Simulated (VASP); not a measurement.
The system is MoS2.

```
Mo S
1.0
     3.16100    0.00000    0.00000
    -1.58050    2.73751    0.00000
     0.00000    0.00000   12.90975
Mo S
2 4
Direct
  0.33333 0.66667 0.25000
  0.66667 0.33333 0.75000
  0.66667 0.33333 0.37123
  0.66667 0.33333 0.12877
  0.33333 0.66667 0.87123
  0.33333 0.66667 0.62877
```

The cell was built by a generator and needn't be a form met in nature.

Base run:

* Program: VASP 6.6.1
* Functional: optB86b-vdW
* Potentials or basis: VASP PAW PBE potentials, release 64 (Mo_sv, S)
* Cutoff: 520 eV
* k mesh: 8 × 8 × 2
* Occupations: fermi-dirac, width 0.05 eV
* Spin: no spin polarisation

Its results: band gap on the k mesh 1.21 eV, indirect (least direct gap 1.99 eV); pressure 0.5 GPa; largest force 0.169 eV/Å.

Q: After a change of settings the same cell gave: band gap on the k mesh 1.20 eV, indirect (least direct gap 1.97 eV); pressure 12.0 GPa; largest force 1.039 eV/Å. Which change was it?
A. functional from optB86b-vdW to vdW-DF2
B. functional from optB86b-vdW to PBEsol
C. functional from optB86b-vdW to SCAN
D. functional from optB86b-vdW to LDA; potentials or basis from VASP PAW PBE potentials, release 64 (Mo_sv, S) to VASP PAW LDA potentials, release 64 (Mo_sv, S)

A: A.

Caveats: the PAW data sets were made with another functional, which shifts forces and pressure a little.

Not every run made on this cell is shown here.
